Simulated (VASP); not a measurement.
Calculation: PBEsol GGA, VASP's PBE PAW potentials (set 64) (plane waves; VASP).

A VASP calculation is set up with these files.

**KPOINTS**
```
Automatic mesh
0
Gamma
13 13 13
0 0 0
```

**POSCAR**
```
C
1.0
  0.0000000000   1.7773219757   1.7773219757
  1.7773219757   0.0000000000   1.7773219757
  1.7773219757   1.7773219757   0.0000000000
C
2
Cart
  0.0000000000   0.0000000000   0.0000000000
  0.8886609879   0.8886609879   0.8886609879
```

### INCAR
```
# general
SYSTEM=C
PREC  =Accurate
ENCUT =620   # plane-wave cut-off (eV)
LREAL =.False.   # projection in real space or not
LASPH =.True.   # aspherical one-centre terms

# electronic loop
EDIFF =1E-6   # SCF stop (eV)
NELM  =100   # most electronic steps
ALGO  =Normal

# smearing
ISMEAR=0   # Gaussian
SIGMA =0.05   # width (eV)

# functional
GGA   =PS   # PBEsol

# ions
IBRION=2   # conjugate gradients
NSW   =40
ISIF  =3
EDIFFG=-0.02

# output
LWAVE =.False.
LCHARG=.False.
```

POTCAR, in this order: C (PBE.64 set). Program: vasp_std.

Q: What will the output report for the number of irreducible k-points (NKPTS), largest plane-wave count, number of space-group operations, FFT grid (NGX, NGY, NGZ)?

A: 
- number of irreducible k-points (NKPTS): 84
- largest plane-wave count: 411
- number of space-group operations: 48
- FFT grid (NGX, NGY, NGZ): 20 × 20 × 20

The compound is C in the diamond structure. It was relaxed first.
